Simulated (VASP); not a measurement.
Level of theory: PBE GGA, VASP's PBE PAW potentials (set 64) (plane waves; VASP 6.6.1).

A VASP calculation is set up with these files.

File POSCAR:
```
NaCl
1
    0.0000000000     2.8444657525     2.8444657525
    2.8444657525     0.0000000000     2.8444657525
    2.8444657525     2.8444657525     0.0000000000
Na Cl
1 1
Direct
  0.0000000000   0.0000000000   0.0000000000
  0.5000000000   0.5000000000   0.5000000000
```

### INCAR
```
SYSTEM = NaCl
PREC = Accurate
ENCUT = 520
EDIFF = 1E-6
NELM = 100
ALGO = Normal
LREAL = .FALSE.
LASPH = .TRUE.
ISMEAR = 0
SIGMA = 0.05
GGA = PE
LWAVE = .FALSE.
LCHARG = .TRUE.
```

File KPOINTS:
```
Automatic mesh
0
Gamma
7 7 7
0 0 0
```

POTCAR, in this order: Na_pv Cl (PBE.64 set). Program: vasp_std.

Problem. What will the output report for the number of irreducible k-points (NKPTS), largest plane-wave count, number of space-group operations, FFT grid (NGX, NGY, NGZ)?

Solution. 
* **number of irreducible k-points (NKPTS)**: 20
* **largest plane-wave count**: 1259
* **number of space-group operations**: 48
* **FFT grid (NGX, NGY, NGZ)**: 30 × 30 × 30

The compound is NaCl in the rock salt structure. It was relaxed first.
